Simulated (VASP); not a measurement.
Data:

```
BaTiO3
1.0
    4.02070     0.00000     0.00000
    0.00000     4.02070     0.00000
    0.00000     0.00000     4.02070
Ba Ti O
1 1 3
Direct
  0.00000   0.00000   0.00000
  0.50000   0.50000   0.50000
  0.50000   0.00000   0.50000
  0.00000   0.50000   0.50000
  0.50000   0.50000   0.00000
```

Calculation: optB88-vdW, VASP's PBE PAW potentials (set 64) (plane waves; VASP). Run with 520 eV cut-off, 6×6×6 Γ-centred mesh, tetrahedra with Blöchl corrections, potentials Ba_sv Ti_sv O.

The cores are frozen, which limits the accuracy of field gradients.

Problem. Give the principal components of the electric field gradient (V/Å²) and the asymmetry η at each nucleus.

Solution. 
```tsv
atom	Vxx	Vyy	Vzz	η
Ba1	0.0	0.0	0.0	-
Ti2	0.0	0.0	0.0	-
O3	-12.7	-12.7	25.3	0.00
O4	-12.7	-12.7	25.3	0.00
O5	-12.7	-12.7	25.3	0.00
```

The compound is BaTiO3 in the cubic perovskite structure, the ideal cubic form; the compound distorts at low or room temperature. It was relaxed first.
